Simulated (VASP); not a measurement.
Input of a VASP 6.6.1 run:

POSCAR

```
Si
1.0
    0.0000000000      2.6852699564      2.8241200000
    2.6852699564      0.0000000000      2.8241200000
    2.6852699564      2.6852699564      0.0000000000
Si
2
Direct
    0.0000000000      0.0000000000      0.0000000000
    0.2500000000      0.2500000000      0.2500000000
```

INCAR.step1

```
ALGO = Normal
EDIFF = 1E-8
EDIFFG = -0.002
ENCUT = 600
GGA = CA
IBRION = 2
ISIF = 3
ISMEAR = 0
LASPH = T
LCHARG = F
LREAL = F
LWAVE = F
NELM = 80
NSW = 40
PREC = Accurate
SIGMA = 0.01
```

The input INCAR.step2:

```
ALGO = Normal
EDIFF = 1E-8
ENCUT = 600
GGA = CA
IBRION = 8
ISIF = 2
ISMEAR = 0
LASPH = T
LCHARG = F
LREAL = F
LWAVE = F
NELM = 80
NSW = 1
PREC = Accurate
SIGMA = 0.01
```

Contents of KPOINTS:

```
k-points
0
Gamma
  10 10 10
```

Potentials or basis: VASP PAW LDA potentials, release 64 (Si).

The run is started by

```sh
$ cat potpaw_LDA.64/Si/POTCAR > POTCAR
$ cp INCAR.step1 INCAR
$ mpirun -np 1 vasp_std > vasp.out
$ cp CONTCAR POSCAR
$ cp INCAR.step2 INCAR
$ mpirun -np 1 vasp_std > vasp.out
```

(1) What does it give for the highest phonon frequency at Γ?

(2) What does it give for the relaxed cell?

## Answers

(1) 513 cm⁻¹.

(2) a = 3.820 Å, b = 3.820 Å, c = 3.820 Å, α = 60.00°, β = 60.00°, γ = 60.00°.
